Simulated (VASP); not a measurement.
OSZICAR of a VASP run on MoSi2 (MoSi2 type):

### OSZICAR
```
       N       E                     dE             d eps       ncg     rms          rms(c)
DAV:   1     0.113670866412E+03    0.11367E+03   -0.11020E+04 14304   0.131E+03
DAV:   2    -0.232671803683E+02   -0.13694E+03   -0.13513E+03 17745   0.326E+02
DAV:   3    -0.260112649948E+02   -0.27441E+01   -0.27082E+01 18873   0.420E+01
DAV:   4    -0.260244169307E+02   -0.13152E-01   -0.13142E-01 16555   0.338E+00
DAV:   5    -0.260245322680E+02   -0.11534E-03   -0.11533E-03 19040   0.286E-01    0.232E+01
DAV:   6    -0.252289154766E+02    0.79562E+00   -0.72414E+00 16667   0.187E+01    0.510E+00
DAV:   7    -0.250977604868E+02    0.13115E+00   -0.10769E+00 16095   0.668E+00    0.480E+00
DAV:   8    -0.250564474471E+02    0.41313E-01   -0.12998E-01 17318   0.296E+00    0.457E-01
DAV:   9    -0.250554202175E+02    0.10272E-02   -0.24309E-03 17465   0.427E-01    0.241E-01
DAV:  10    -0.250553212770E+02    0.98940E-04   -0.68056E-04 17213   0.248E-01    0.614E-02
DAV:  11    -0.250553095193E+02    0.11758E-04   -0.22323E-04 17017   0.118E-01    0.364E-02
DAV:  12    -0.250553051025E+02    0.44168E-05   -0.29396E-05 16254   0.398E-02    0.686E-03
DAV:  13    -0.250553047694E+02    0.33315E-06   -0.65179E-07 17262   0.733E-03    0.196E-03
DAV:  14    -0.250553047094E+02    0.59950E-07   -0.79720E-09  9177   0.840E-04
   1 F= -.25055305E+02 E0= -.25055192E+02  d E =-.339432E-03
```

Which electronic solver shows in the log?

It is blocked Davidson (ALGO = Normal, or the opening steps of other solvers). The INCAR had ALGO = Normal.

Can the final energy be trusted as converged?

The calculation finished and met its thresholds. It stopped with EDIFF = 1E-7, NELM = 100 (PBEsol GGA, plane waves, VASP's PBE PAW potentials (set 64)).

The compound is MoSi2 in the MoSi2 type structure. This cell was strained or had an atom moved on purpose.
